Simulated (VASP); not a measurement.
The system is Si2Ni.

```
Si Ni
1.0
     0.00000    2.69623    2.69623
     2.69623    0.00000    2.69623
     2.69623    2.69623    0.00000
Si Ni
2 1
Direct
  0.25000 0.25000 0.25000
  0.75000 0.75000 0.75000
  0.00000 0.00000 0.00000
```

The cell comes from a database or a generator and needn't be the stable form of this composition.

Base run:

- Program: VASP 6.6.1
- Functional: PBEsol
- Potentials or basis: VASP PAW PBE potentials, release 64 (Si, Ni)
- Cutoff: 700 eV
- k mesh: 14 × 14 × 14
- Occupations: gaussian, width 0.1 eV
- Spin: collinear spin, ferromagnetic start
- Starting moments: [0.0, 0.0, 1.0] μB

Its results: band gap on the k mesh none (metal or under the smearing width); pressure 0.2 GPa; net moment 0.00 μB per cell.

Problem. After a change of settings the same cell gave: band gap on the k mesh none (metal or under the smearing width); pressure -0.9 GPa; net moment 0.00 μB per cell. Which change was it?
A. cutoff from 700 eV to 520 eV; occupations from gaussian, width 0.1 eV to gaussian, width 0.5 eV
B. cutoff from 700 eV to 520 eV; k mesh from 14 × 14 × 14 to 20 × 20 × 20
C. functional from PBEsol to r2SCAN; cutoff from 700 eV to 520 eV
D. cutoff from 700 eV to 900 eV

Solution. C.

Caveats: the PAW data sets were made with another functional, which shifts forces and pressure a little.

Not every run made on this cell is shown here.
